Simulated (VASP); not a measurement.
Calculation: r2SCAN meta-GGA, VASP's PBE PAW potentials (set 64) (plane waves; VASP 6.6.1).

A VASP calculation is set up with these files.

**POSCAR**
```
LiH
1.0
  0.0000000000   1.7485416460   1.7485416460
  1.7485416460   0.0000000000   1.7485416460
  1.7485416460   1.7485416460   0.0000000000
Li H
1 1
Direct
  0.0000000000   1.0000000000   1.0000000000
  0.5000000000   0.5000000000   0.5000000000
```

INCAR:
```
EDIFF=1E-7
LREAL=.FALSE.   ! projection in real space or not
ALGO=Normal   ! blocked Davidson
LWAVE=.FALSE.
EDIFFG=-0.01   ! ionic stop
SYSTEM=LiH
PSTRESS=300
ISIF=3
PREC=Accurate
NELM=100   ! most electronic steps
ISMEAR=0   ! Gaussian
METAGGA=R2SCAN
SIGMA=0.05   ! width (eV)
LASPH=.TRUE.
LMIXTAU=.TRUE.
ENCUT=600
NSW=40
LCHARG=.FALSE.
IBRION=2
```

File KPOINTS:
```
Automatic mesh
0
Gamma
10 10 10
0 0 0
```

POTCAR, in this order: Li_sv H (PBE.64 set). Program: vasp_std.

Output

OSZICAR:
```
       N       E                     dE             d eps       ncg     rms          rms(c)
DAV:   1    -0.203841283560E+01   -0.20384E+01   -0.19014E+03   588   0.760E+02
DAV:   2    -0.706684460436E+01   -0.50284E+01   -0.46241E+01   828   0.731E+01
DAV:   3    -0.713923227985E+01   -0.72388E-01   -0.72388E-01   660   0.899E+00
DAV:   4    -0.714022565123E+01   -0.99337E-03   -0.99337E-03   768   0.877E-01
DAV:   5    -0.714023310992E+01   -0.74587E-05   -0.74587E-05   714   0.536E-02    0.317E+00
DAV:   6    -0.664727707407E+01    0.49296E+00   -0.53250E-01   858   0.610E+00    0.228E+00
DAV:   7    -0.699087934499E+01   -0.34360E+00   -0.21206E+00   924   0.687E+00    0.184E+00
DAV:   8    -0.642042858155E+01    0.57045E+00   -0.38152E-01   900   0.418E+00    0.532E-01
DAV:   9    -0.644600773052E+01   -0.25579E-01   -0.16600E-02   588   0.174E+00    0.430E-01
DAV:  10    -0.643335139931E+01    0.12656E-01   -0.11137E-02   564   0.132E+00    0.838E-02
DAV:  11    -0.644992509638E+01   -0.16574E-01   -0.88847E-03   798   0.103E+00    0.521E-02
DAV:  12    -0.645012406778E+01   -0.19897E-03   -0.15942E-04   642   0.184E-01    0.466E-02
DAV:  13    -0.644997501879E+01    0.14905E-03   -0.34950E-04   792   0.158E-01    0.201E-02
DAV:  14    -0.645008526145E+01   -0.11024E-03   -0.13277E-04   570   0.148E-01    0.624E-03
DAV:  15    -0.645009986132E+01   -0.14600E-04   -0.34493E-06   762   0.234E-02    0.118E-03
DAV:  16    -0.645009647610E+01    0.33852E-05   -0.57844E-07   714   0.960E-03    0.572E-04
DAV:  17    -0.645009935081E+01   -0.28747E-05   -0.45322E-07   600   0.763E-03    0.243E-04
DAV:  18    -0.645009897309E+01    0.37772E-06   -0.12685E-08   312   0.122E-03    0.138E-04
DAV:  19    -0.645009920318E+01   -0.23009E-06   -0.13428E-09   300   0.395E-04    0.775E-05
DAV:  20    -0.645009925223E+01   -0.49044E-07   -0.11378E-09   288   0.443E-04
   1 F= -.44480783E+01 E0= -.44480783E+01  d E =-.444808E+01
```

**OUTCAR**
```
------------------------ aborting loop because EDIFF is reached ----------------------------------------
  FORCE on cell =-STRESS in cart. coord.  units (eV):
  Direction    XX          YY          ZZ          XY          YZ          ZX
  --------------------------------------------------------------------------------------
  Total        2.0058259      2.0058259      2.0058259     -0.0000000     -0.0000000      0.0000000
  in kB      300.5701754    300.5701754    300.5701754     -0.0000000     -0.0000000      0.0000000
  external PRESSURE =       0.5701754 kB  Pullay stress =     300.0000000 kB
  volume of cell :       10.69
      direct lattice vectors                 reciprocal lattice vectors
     0.000000000  1.748541646  1.748541646    -0.285952583  0.285952583  0.285952583
     1.748541646  0.000000000  1.748541646     0.285952583 -0.285952583  0.285952583
     1.748541646  1.748541646  0.000000000     0.285952583  0.285952583 -0.285952583
  FREE ENERGIE OF THE ION-ELECTRON SYSTEM (eV)
  ---------------------------------------------------
  free  energy   TOTEN  =        -6.4500992522 eV

  energy  without entropy=       -6.4500992522  energy(sigma->0) =       -6.45009925
  enthalpy is  TOTEN    =        -4.4480783391 eV   P V=        2.0020209131

 reached required accuracy - stopping structural energy minimisation
```
(Selected blocks of OUTCAR.)

The compound is LiH in the rock salt structure. It was relaxed first under an external pressure of 30 GPa.
